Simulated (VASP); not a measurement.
An input for Quantum ESPRESSO's pw.x (written as the equivalent of a VASP run, and not itself run):

```
&CONTROL
  calculation = 'vc-relax'
  pseudo_dir = './pseudo'
  outdir = './out'
  tprnfor = .true.
  tstress = .true.
  nstep = 40
  forc_conv_thr = 0.00078
/
&SYSTEM
  ibrav = 0
  nat = 4
  ntyp = 2
  ecutwfc = 84
  occupations = 'smearing'
  smearing = 'methfessel-paxton'
  degauss = 0.00735
  input_dft = 'pz'
/
&ELECTRONS
  conv_thr = 7.3e-08
  electron_maxstep = 100
/
&IONS
/
&CELL
  press = 50
/
ATOMIC_SPECIES
  Sn 118.710 Sn.upf
  O 15.999 O.upf
CELL_PARAMETERS angstrom
     3.7053558    0.0000000    0.0000000
     0.0000000    3.7053558   -0.0000000
     0.0000000   -0.0000000    4.3899926
ATOMIC_POSITIONS crystal
  Sn   0.5000000  0.0000000  0.7368982
  Sn   1.0000000  0.5000000  0.2631018
  O    0.5000000  0.5000000  0.0000000
  O    0.0000000  0.0000000  0.0000000
K_POINTS automatic
  8 8 7 0 0 0
```

**Question.** Translate this input to VASP (INCAR, KPOINTS, POSCAR, choice of POTCAR).

**Answer.** This is not unique; one that fits is 
INCAR:
```
SYSTEM = SnO
PREC = Accurate; ENCUT = 620; LREAL = .False.
LASPH = .True.
EDIFF = 1E-6; NELM = 100; ALGO = Normal
LMAXMIX = 4
ISMEAR = 1; SIGMA = 0.1
IBRION = 2; NSW = 40; ISIF = 3
EDIFFG = -0.02; PSTRESS = 50
LWAVE = .False.; LCHARG = .False.
```

POSCAR:
```
SnO
1
    3.7053557690     0.0000000000     0.0000000000
    0.0000000000     3.7053557690    -0.0000000000
    0.0000000000    -0.0000000000     4.3899925689
Sn O
2 2
Direct
  0.5000000000   0.0000000000   0.7368982069
  1.0000000000   0.5000000000   0.2631017931
  0.5000000000   0.5000000000   0.0000000000
  0.0000000000   0.0000000000   0.0000000000
```

KPOINTS:
```
Automatic mesh
0
Gamma
8 8 7
```

POTCAR, in this order: Sn_d O (LDA.64 set). Program: vasp_std.

What does not carry over: the potentials are each code's own (VASP's PAW set, PseudoDojo norm-conserving files in pw.x), so ENCUT and ecutwfc are chosen apart and not converted; conv_thr bounds pw.x's estimated SCF error, while EDIFF bounds the energy change between steps; forc_conv_thr acts on force components and is met together with etot_conv_thr.

The compound is SnO in the litharge structure. It was relaxed first under an external pressure of 5 GPa.
